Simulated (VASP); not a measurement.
The input files of a VASP run:

File POSCAR:
```
CoGa
2.93760
  1.0000000000   0.0000000000   0.0000000000
  0.0000000000   1.0000000000   0.0000000000
  0.0000000000   0.0000000000   1.0000000000
Ga Co
1 1
Cart
  0.5000000000   0.5000000000   0.5000000000
  0.0000000000   0.0000000000   0.0000000000
```

**KPOINTS**
```
Regular mesh
0
G
  11 11 11
```

### INCAR
```
ISIF = 2   # forces and stress, cell fixed
LASPH = .TRUE.   # aspherical one-centre terms
NELM = 100   # most electronic steps
PREC = Accurate
LCHARG = .FALSE.
ENCUT = 400   # plane-wave cut-off (eV)
SIGMA = 0.1
LWAVE = .FALSE.
LREAL = .FALSE.
SYSTEM = CoGa
EDIFF = 1E-6   # SCF stop (eV)
GGA = PE   # PBE
LMAXMIX = 4   # l cut-off of mixed one-centre charges
ALGO = Normal
ISMEAR = 1
```

POTCAR, in this order: Ga_d Co (PBE.64 set). Program: vasp_std.

Translate this PBE calculation to Ansatz.

One equivalent input (not run):
Ansatz 0.2 input:
```yaml
crystal:
  lattice:
    - [2.9376000, 0.0000000, 0.0000000]
    - [0.0000000, 2.9376000, 0.0000000]
    - [0.0000000, 0.0000000, 2.9376000]
  atoms:
    - { symbol: Ga, position: [0.5000000, 0.5000000, 0.5000000] }
    - { symbol: Co, position: [0.0000000, 0.0000000, 0.0000000] }
kpoints:
  mp_grid: { grid: [11, 11, 11] }
hamiltonian:
  xc: pbe
  pseudopotentials: { kind: paw }
scf:
  occupations: { method: methfessel_paxton, width: 0.1 }
  max_iter: 100
output: { forces: true, stress: true, eigenvalues: true }
```
What does not carry over: each code has its own PAW files, so the cut-off isn't converted (ENCUT is set for VASP's; basis.ecutwfc is left out, and Ansatz then takes the one that its files recommend); Ansatz stops its SCF on the density residual and VASP on the energy change (EDIFF).

The compound is CoGa in the CsCl type structure. The cell was not relaxed at this level.
